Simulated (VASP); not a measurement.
Consider the following.

```xyz
6
Lattice="4.6385 0.0000 0.0000 0.0000 4.6385 0.0000 0.0000 0.0000 3.3868" Properties=species:S:1:pos:R:3 pbc="T T T"
Pb     0.0000     0.0000     0.0000
Pb     2.3193     2.3193     1.6934
O      1.4294     1.4294     0.0000
O      3.7487     0.8899     1.6934
O      0.8899     3.7487     1.6934
O      3.2091     3.2091     0.0000
```

Method: PBEsol GGA, VASP's PBE PAW potentials (set 64) (plane waves; VASP 6.6.1). Settings: 620 eV cut-off, 7×7×9 Γ-centred mesh, first-order Methfessel-Paxton smearing of 0.10 eV, potentials Pb_d O.

Unless said otherwise, spin-orbit coupling is left out, though it shifts the bands of the heavy elements here.

**Question.** Predict the energy per atom (σ→0), pressure, band gap (on the k-mesh) with the smallest direct gap where there is one.

**Answer.** 
```
Item                                                        Result
------------------------  ----------------------------------------
band gap (on the k-mesh)  none (metal, semimetal or under 0.01 eV)
energy per atom (σ→0)                               -5.510 eV/atom
pressure                                                 30.00 GPa
```

Only differences to runs with the same potentials and settings are physical.

The compound is PbO2 in the rutile structure. It was relaxed first under an external pressure of 30 GPa.
